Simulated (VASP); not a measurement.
Here is a VASP 6.6.1 calculation.

INCAR

```
SYSTEM = Ti12SO23
ALGO = Fast ; EDIFF = 1E-6
ENCUT = 520 ; GGA = PE
ISIF = 2 ; ISMEAR = -1
LASPH = .True. ; LCHARG = .False.
LREAL = Auto ; LWAVE = .False.
NBANDS = 168 ; NELM = 100
PREC = Accurate ; SIGMA = 0.01
```

File KPOINTS:

```
k-points
0
Gamma
  3 3 2
  0 0 0
```

File POSCAR:

```
Ti12SO23
1.0
    4.5922000000      4.5922000000      0.0000000000
   -4.5922000000      4.5922000000      0.0000000000
    0.0000000000      0.0000000000      8.8722000000
Ti S O
12 1 23
Direct
    0.0000000000      0.0000000000      0.0000000000
    0.0000000000      0.0000000000      0.3333333333
    0.0000000000      0.0000000000      0.6666666667
    0.5000000000      0.5000000000      0.0000000000
    0.5000000000      0.5000000000      0.3333333333
    0.5000000000      0.5000000000      0.6666666667
    0.5000000000      0.0000000000      0.1666666667
    0.5000000000      0.0000000000      0.5000000000
    0.5000000000      0.0000000000      0.8333333333
    0.0000000000      0.5000000000      0.1666666667
    0.0000000000      0.5000000000      0.5000000000
    0.0000000000      0.5000000000      0.8333333333
    0.3049600000      0.0000000000      0.0000000000
    0.3049600000      0.0000000000      0.3333333333
    0.3049600000      0.0000000000      0.6666666667
    0.8049600000      0.5000000000      0.0000000000
    0.8049600000      0.5000000000      0.3333333333
    0.8049600000      0.5000000000      0.6666666667
    0.5000000000      0.3049600000      0.1666666667
    0.5000000000      0.3049600000      0.5000000000
    0.5000000000      0.3049600000      0.8333333333
    0.0000000000      0.8049600000      0.1666666667
    0.0000000000      0.8049600000      0.5000000000
    0.0000000000      0.8049600000      0.8333333333
    0.6950400000      0.0000000000      0.0000000000
    0.6950400000      0.0000000000      0.3333333333
    0.6950400000      0.0000000000      0.6666666667
    0.1950400000      0.5000000000      0.0000000000
    0.1950400000      0.5000000000      0.3333333333
    0.1950400000      0.5000000000      0.6666666667
    0.5000000000      0.6950400000      0.1666666667
    0.5000000000      0.6950400000      0.5000000000
    0.5000000000      0.6950400000      0.8333333333
    0.0000000000      0.1950400000      0.1666666667
    0.0000000000      0.1950400000      0.5000000000
    0.0000000000      0.1950400000      0.8333333333
```

Potentials or basis: VASP PAW PBE potentials, release 64 (Ti_sv, S, O).

Command:

```bash
$ cat potpaw_PBE.64/Ti_sv/POTCAR potpaw_PBE.64/S/POTCAR potpaw_PBE.64/O/POTCAR > POTCAR
$ mpirun -np 1 vasp_std > vasp.out
```

Task: Estimate the pressure.

Result: 15.6 GPa.

Task: Estimate the band gap on the k mesh.

Result: 1.50 eV, direct.

Task: Predict the largest force.

Result: 9.010 eV/Å.

Forces in eV/Å, atoms in the order of the input:
```
Ti  -6.013 -6.013  0.000
Ti  -0.138 -0.138  0.262
Ti  -0.138 -0.138 -0.262
Ti   0.174  0.174  0.000
Ti  -0.007 -0.007  0.085
Ti  -0.007 -0.007 -0.085
Ti   4.504  4.504  6.373
Ti   0.116  0.116  0.000
Ti   4.504  4.504 -6.373
Ti  -0.068 -0.068  0.167
Ti   0.012  0.012  0.000
Ti  -0.068 -0.068 -0.167
S   -3.110 -3.110  0.000
O   -0.266 -0.266  0.069
O   -0.266 -0.266 -0.069
O   -0.086 -0.086  0.000
O   -0.077 -0.077 -0.054
O   -0.077 -0.077  0.054
O   -0.079  0.107  0.006
O    0.038 -0.042  0.000
O   -0.079  0.107 -0.006
O    0.165 -0.236  0.060
O    0.135 -0.110  0.000
O    0.165 -0.236 -0.060
O   -0.062 -0.062  0.000
O    0.422  0.422  0.521
O    0.422  0.422 -0.521
O    0.140  0.140  0.000
O    0.078  0.078 -0.031
O    0.078  0.078  0.031
O    0.107 -0.079  0.006
O   -0.042  0.038  0.000
O    0.107 -0.079 -0.006
O   -0.236  0.165  0.060
O   -0.110  0.135  0.000
O   -0.236  0.165 -0.060
```

Caveat: so large a pressure means that the cell lies far from this level's equilibrium, or that cutoff or potentials fall short. PBE gaps usually lie below the measured ones, often by a third to a half.
